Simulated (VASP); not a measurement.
Method: HSE06 screened hybrid, VASP's PBE PAW potentials (set 64) (plane waves; VASP).

Input for VASP

POSCAR:
```
Ga32P31
1.0
 11.0671092084   0.0000000000   0.0000000000
  0.0000000000  11.0671092084   0.0000000000
  0.0000000000   0.0000000000  11.0671092084
Ga P
32 31
Cartesian
  5.5453816852  11.0660339413   0.0408114482
  8.2960489959   2.7415504420  11.0563861634
  8.2814609634   0.0428022474   2.7885013591
 11.0574722785  11.0601031683  11.0666692432
  2.7640348127   2.7599497158  11.0658591242
  5.5413031289   5.5599350179  11.0613875882
  8.2948790309   8.2912392668   0.0406845726
  2.8011565663  11.0646391912   2.7745404719
  5.6185551978   3.0062164841   2.8565888467
  8.2148913829   5.2651541952   2.8886578452
  5.5490091726   0.0494408340   5.5179603280
  8.1839594756   3.0606451647   5.4256534026
  8.2887137392   0.0020180154   8.2609939895
 11.0646499097   5.5335837373   0.0140072694
  2.7735110205   8.2931800880   0.0014918463
  0.0048340657   2.7377253801   2.7674150885
  2.7662270797   5.5531012650   2.7743289573
  5.5545019548   8.2443054871   2.7810656794
 11.0224545627   0.0122704769   5.5235543411
  2.7515685752   2.7416727435   5.5288583649
  5.6603553030   5.2706743541   5.4547989590
  8.2858234164   8.2627037936   5.5179984508
  2.7675835144  11.0625546259   8.2941804141
  5.5339362258   2.7341503386   8.3087494145
  8.3027540140   5.5600600419   8.3140287920
 11.0367360473   8.2996447229   2.7765879845
  0.0147611299   5.5695890055   5.5323312614
  2.8156958117   8.2970146377   5.5201983863
 11.0517880684   2.7670668564   8.2854818732
  2.7809161959   5.5283686177   8.2891357303
  5.5432894780   8.2994196699   8.2693154673
  0.0031912054   8.2971142284   8.2925996934
  6.8940994503   1.4389527871   1.4247906358
  9.7078999377   4.0911821301   1.3566069639
  9.6255286845   1.4551098624   4.1768200288
  1.3993794032   1.3605397951   1.3854021544
  4.1188942712   4.2009300781   1.3487067888
  6.9512398460   6.8447675299   1.4367807518
  9.6621938015   9.7099851814   1.4067997261
  4.1837281062   1.4374980267   4.1283423475
  9.6469829132   6.8664083578   4.1301901055
  6.9431632080   1.4505373302   6.8665511091
  9.7086709699   4.2157515492   6.9364496528
  9.6761263745   1.3652186988   9.6594162537
  1.3703631007   6.9317720162   1.3932014606
  4.1703445824   9.6478184135   1.4043152697
  1.3781043598   4.1498027904   4.1491064899
  4.2084961837   6.8439004772   4.1804380759
  6.9118431163   9.6825873739   4.1509697518
  1.3606602240   1.3664485070   6.9130975078
  4.1284038740   4.0869643962   6.9369729212
  6.9025146843   6.8668964129   6.8820144116
  9.6674621882   9.6565727127   6.8982837605
  4.1526031387   1.3586175489   9.7041121820
  6.9149736595   4.1487597430   9.6812581112
  9.6854081664   6.9347566208   9.7065882562
  1.3840180342   9.6862292342   4.1531038866
  1.4159960501   6.9363534884   6.9101516415
  4.1745917803   9.7132706155   6.8971375743
  1.3781783424   4.1500392713   9.6756547021
  4.1593553823   6.9293854627   9.6620900728
  6.9186217484   9.6804955718   9.6881565557
  1.3842409446   9.6788772307   9.6836373703
```

### INCAR
```
LHFCALC = T
ISIF = 0
ENCUT = 400   # plane-wave cut-off (eV)
EDIFF = 1E-5   # SCF stop (eV)
NUPDOWN = 2
MAGMOM = 63*0.0317
SIGMA = 0.05   # width (eV)
ISPIN = 2   # spin-polarised
NELMIN = 4
NELM = 50
LWAVE = F
NELECT = 252.0
PRECFOCK = Fast
GGA = PE   # PBE
LORBIT = 10
HFSCREEN = 0.2
ALGO = Normal   # blocked Davidson
ISMEAR = 0   # Gaussian
LASPH = T   # aspherical one-centre terms
LREAL = Auto   # projection in real space or not
LCHARG = F
AEXX = 0.25
SYSTEM = Ga32P31
ISYM = 0
LMAXMIX = 4   # l cut-off of mixed one-centre charges
PREC = Normal
```

File KPOINTS:
```
Automatic mesh
0
Gamma
1 1 1
0 0 0
```

POTCAR, in this order: Ga P (PBE.64 set). Program: vasp_gam. Read from the step before: WAVECAR.

What will the output report for the number of irreducible k-points (NKPTS), largest plane-wave count, FFT grid (NGX, NGY, NGZ)?

| Item | Result |
|---|---|
| number of irreducible k-points (NKPTS) | 1 |
| largest plane-wave count | 12287 |
| FFT grid (NGX, NGY, NGZ) | 54 × 54 × 54 |

The cell is a supercell with a defect, built from GaP (zinc blende): vac_P, charge -1. The cell's shape comes from a PBE relaxation.
